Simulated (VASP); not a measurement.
Computed with LDA (Ceperley-Alder, Perdew-Zunger) with D2 dispersion, VASP's LDA PAW potentials (set 64) (plane waves; VASP 6.6.1).

VASP input:

File KPOINTS:
```
Automatic mesh
0
Gamma
5 5 8
0 0 0
```

File POSCAR:
```
PbO2
1.0
  5.0803740000   0.0000000000   0.0000000000
  0.0000000000   5.0803740000   0.0000000000
  0.0000000000   0.0000000000   3.4672940000
Pb O
2 4
Direct
  0.0000000000   0.0000000000   0.0000000000
  0.5000000000   0.5000000000   0.5000000000
  0.3074300000   0.3074300000   0.0000000000
  0.6925700000   0.6925700000   0.0000000000
  0.1925700000   0.8074300000   0.5000000000
  0.8074300000   0.1925700000   0.5000000000
```

### INCAR
```
SYSTEM = PbO2
PREC = Accurate
ENCUT = 400
EDIFF = 1E-6
NELM = 100
ALGO = Normal
LREAL = .FALSE.
LASPH = .TRUE.
ISMEAR = -1
SIGMA = 0.136
LMAXMIX = 4
LWAVE = .FALSE.
LCHARG = .FALSE.
ISIF = 2
IVDW = 10
```

POTCAR, in this order: Pb_d O (LDA.64 set). Program: vasp_std.

What VASP printed:

stdout:
```
 POSCAR found type information on POSCAR PbO
 POSCAR found :  2 types and       6 ions
 Reading from existing POTCAR
 Reading from existing POTCAR

 -----------------------------------------------------------------------------
|                                                                             |
|     EEEEEEE  RRRRRR   RRRRRR   OOOOOOO  RRRRRR      ###     ###     ###     |
|     E        R     R  R     R  O     O  R     R     ###     ###     ###     |
|     E        R     R  R     R  O     O  R     R     ###     ###     ###     |
|     EEEEE    RRRRRR   RRRRRR   O     O  RRRRRR       #       #       #      |
|     E        R   R    R   R    O     O  R   R                               |
|     E        R    R   R    R   O     O  R    R      ###     ###     ###     |
|     EEEEEEE  R     R  R     R  OOOOOOO  R     R     ###     ###     ###     |
|                                                                             |
|     vdw_forces_G: ERROR unsupported xc-functional:                          |
|      please define parameter VDW_SR for this functional                     |
|                                                                             |
|       ---->  I REFUSE TO CONTINUE WITH THIS SICK JOB ... BYE!!! <----       |
|                                                                             |
 -----------------------------------------------------------------------------
```

VASP stops with an error: vdw_forces_G: ERROR unsupported xc-functional: please define parameter VDW_SR for this functional ----> I REFUSE TO CONTINUE WITH THIS SICK JOB ... BYE!!! <----

The structure comes from a computed database's PbO2 entry; how it stands against other phases isn't given here. The cell was not relaxed at this level. The run is one of a series of settings (IVDW = 10 against the base run), some of them coarse on purpose.
